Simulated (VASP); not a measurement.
The input files of a VASP run:

INCAR:
```
AGGAC  =  0.0
ALGO  =  Normal
EDIFF  =  1E-7
ENCUT  =  520
GGA  =  CX
ISIF  =  2
ISMEAR  =  -5
LASPH  =  .TRUE.
LCHARG  =  .TRUE.
LEFG  =  .TRUE.
LMAXMIX  =  4
LORBIT  =  11
LREAL  =  .FALSE.
LUSE_VDW  =  .TRUE.
LWAVE  =  .FALSE.
NEDOS  =  601
NELM  =  100
PREC  =  Accurate
SYSTEM  =  SrVO3
```

File POSCAR:
```
SrVO3
3.8227680
  0.9999999369   0.0000000000   0.0000000000
  0.0000000000   0.9999999369   0.0000000000
  0.0000000000   0.0000000000   0.9999999369
Sr V O
1 1 3
Cartesian
  0.0000000000   0.0000000000   0.0000000000
  0.4999999684   0.4999999684   0.4999999684
  0.4999999684   0.0000000000   0.4999999684
  0.0000000000   0.4999999684   0.4999999684
  0.4999999684   0.4999999684   0.0000000000
```

### KPOINTS
```
Automatic mesh
0
Gamma
9 9 9
0 0 0
```

POTCAR, in this order: Sr_sv V_sv O (PBE.64 set). Program: vasp_std.

Q: Translate this vdW-DF-cx calculation to Quantum ESPRESSO's pw.x.

A: One equivalent input (not run):
```
&CONTROL
  calculation = 'scf'
  pseudo_dir = './pseudo'
  outdir = './out'
  tprnfor = .true.
  tstress = .true.
/
&SYSTEM
  ibrav = 0
  nat = 5
  ntyp = 3
  ecutwfc = 84
  occupations = 'tetrahedra'
  input_dft = 'vdw-df-cx'
/
&ELECTRONS
  conv_thr = 7.3e-09
  electron_maxstep = 100
/
ATOMIC_SPECIES
  Sr 87.620 Sr.upf
  V 50.941 V.upf
  O 15.999 O.upf
CELL_PARAMETERS angstrom
     3.8227678    0.0000000   -0.0000000
     0.0000000    3.8227678   -0.0000000
     0.0000000    0.0000000    3.8227678
ATOMIC_POSITIONS crystal
  Sr   0.0000000  0.0000000  0.0000000
  V    0.5000000  0.5000000  0.5000000
  O    0.5000000  0.0000000  0.5000000
  O    0.0000000  0.5000000  0.5000000
  O    0.5000000  0.5000000  0.0000000
K_POINTS automatic
  9 9 9 0 0 0
```
What does not carry over: the potentials are each code's own (VASP's PAW set, PseudoDojo norm-conserving files in pw.x), so ENCUT and ecutwfc are chosen apart and not converted; conv_thr bounds pw.x's estimated SCF error, while EDIFF bounds the energy change between steps; the field gradients of LEFG aren't asked of the other code.

The compound is SrVO3 in the cubic perovskite structure. It was relaxed first.
